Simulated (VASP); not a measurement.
# CuTe2 (space group P-3m1): computed properties

All values below come from PBEsol GGA, VASP's PBE PAW potentials (set 64) (plane waves; VASP).

```yaml
space_group: P-3m1 (164)
cell: a = b = 3.9535 Å, c = 5.0209 Å, α = β = 90.00°, γ = 120.00°
volume_per_atom: 22.65 Å³/atom
band gap (over mesh and band path): none (metal, semimetal or under 0.01 eV)
band_gap_with_spin_orbit_coupling: none (metallic)
density: 7.79 g/cm³
```

```
CuTe2
1.0
    3.95351     0.00000     0.00000
   -1.97676     3.42384     0.00000
    0.00000     0.00000     5.02089
Cu Te
1 2
Direct
  0.00000   0.00000   0.00000
  0.33333   0.66667   0.27439
  0.66667   0.33333   0.72561
```

Unless said otherwise, spin-orbit coupling is left out, though it shifts the bands of the heavy elements here.

The structure comes from a computed database's CuTe2 entry (P-3m1); how it stands against other phases isn't given here. It was relaxed first. Symmetry was kept, so distortions that lower it aren't found. The electron count is odd and the run is not spin-polarised, which forces a metal.
